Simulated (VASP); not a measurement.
Here is the system:

```yaml
crystal:
  lattice:
    - [-2.07617, 2.07617, 2.07617]
    - [2.07617, -2.07617, 2.07617]
    - [2.07617, 2.07617, -2.07617]
  atoms:
    - { symbol: Na, position: [0.00000, 0.00000, 0.00000] }
```

Method: optB88-vdW, VASP's PBE PAW potentials (set 64) (plane waves; VASP 6.6.1). Settings: 520 eV cut-off, 14×14×14 Γ-centred mesh, tetrahedra with Blöchl corrections, potentials Na_pv.

Question: What does the run give for the energy per atom (σ→0), band gap (on the k-mesh) with the smallest direct gap where there is one?

Answer: 
```yaml
band gap (on the k-mesh): none (metal, semimetal or under 0.01 eV)
energy per atom (σ→0): 0.919 eV/atom
```

Total energies compare only between runs with the same potentials, cut-off and functional.

The compound is Na in the bcc structure. It was relaxed first, which changed the volume by -7 %.
